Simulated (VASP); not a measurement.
An input for VASP 6.6.1 (Se):

INCAR

```
SYSTEM = Se
ALGO = Normal
EDIFF = 1E-7
EDIFFG = -0.002
ENCUT = 350
GGA = CA
IBRION = 2
ISIF = 3
ISMEAR = 0
LASPH = .TRUE.
LCHARG = .FALSE.
LREAL = .FALSE.
LWAVE = .FALSE.
NELM = 100
NSW = 80
PREC = Accurate
PSTRESS = 1250.0
SIGMA = 0.1
```

The input KPOINTS:

```
k-points
0
G
  12 12 12
  0 0 0
```

The input POSCAR:

```
Se                                      
1.0
    2.0268334121      1.1701928480      0.8274672582
   -2.0268334121      1.1701928480      0.8274672582
    0.0000000000     -2.3403856961      0.8274672582
  Se            
     1
Direct
     0.0000000000000000    0.0000000000000000    0.0000000000000000
```

Potentials or basis: VASP PAW LDA potentials, release 64 (Se).

Command:

```console
$ cat potpaw_LDA.64/Se/POTCAR > POTCAR
$ mpirun -np 1 vasp_std > vasp.out
```

Question: What does the program do with it?

Answer: The run stopped without a result. It printed:

OUTCAR:

```text
SYSTEM = Se
   EDIFF = 1E-7
   EDIFFG = -0.002
   ENCUT = 350
   GGA = CA
   IBRION = 2
   ISIF = 3
   ISMEAR = 0
   LASPH = .TRUE.
   LREAL = .FALSE.
[... 95 lines left out ...]
|     E        R     R  R     R  O     O  R     R     ###     ###     ###     |
|     EEEEE    RRRRRR   RRRRRR   O     O  RRRRRR       #       #       #      |
|     E        R   R    R   R    O     O  R   R                               |
|     E        R    R   R    R   O     O  R    R      ###     ###     ###     |
|     EEEEEEE  R     R  R     R  OOOOOOO  R     R     ###     ###     ###     |
|                                                                             |
|     IBZKPT: not all point group operations associated with the symmetry     |
|     operators of the crystalline lattice are members of the point group     |
|     of the reciprocal lattice.                                              |
|                                                                             |
|       ---->  I REFUSE TO CONTINUE WITH THIS SICK JOB ... BYE!!! <----       |
|                                                                             |
 -----------------------------------------------------------------------------
```

On the terminal:

```text
POSCAR found type information on POSCAR Se
 POSCAR found :  1 types and       1 ions
[... 44 lines left out ...]

1
```
